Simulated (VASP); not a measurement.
HfB2:

```
Hf B
1.0
     3.14000    0.00000    0.00000
    -1.57000    2.71932    0.00000
     0.00000    0.00000    3.48000
Hf B
1 2
Direct
  0.00000 0.00000 0.00000
  0.33333 0.66667 0.50000
  0.66667 0.33333 0.50000
```

* Program: VASP 6.6.1
* Task: relaxation of cell and atoms
* Functional: LDA
* Potentials or basis: VASP PAW LDA potentials, release 64 (Hf_pv, B)
* Cutoff: 600 eV
* k mesh: 15 × 15 × 11
* Occupations: methfessel-paxton, width 0.1 eV
* Spin: no spin polarisation

At the start: pressure -9.8 GPa; volume 9.90 Å³/atom.

**Question.** Where does the relaxation end?

**Answer.** Over 5 steps the energy falls by 11.6 meV/atom and the volume is 9.53 Å³/atom (-3.8 %); space group P6/mmm (No. 191, to 0.05 Å).

Step by step:
```tsv
step	energy change (eV)	largest force (eV/Å)	pressure (GPa)	volume (Å³)
1	0.0000	0.0000	-9.75	29.71
2	0.0313	0.0000	15.54	27.20
3	-0.0347	0.0000	-0.11	28.63
4	-0.0347	0.0000	0.07	28.60
5	-0.0349	0.0000	0.08	28.60
```

Final structure:
```
CELL_PARAMETERS angstrom
3.10421 0.00000 0.00000
-1.55210 2.68832 0.00000
0.00000 0.00000 3.42697
ATOMIC_POSITIONS crystal
Hf 0.00000 0.00000 0.00000
B 0.33333 0.66667 0.50000
B 0.66667 0.33333 0.50000
```
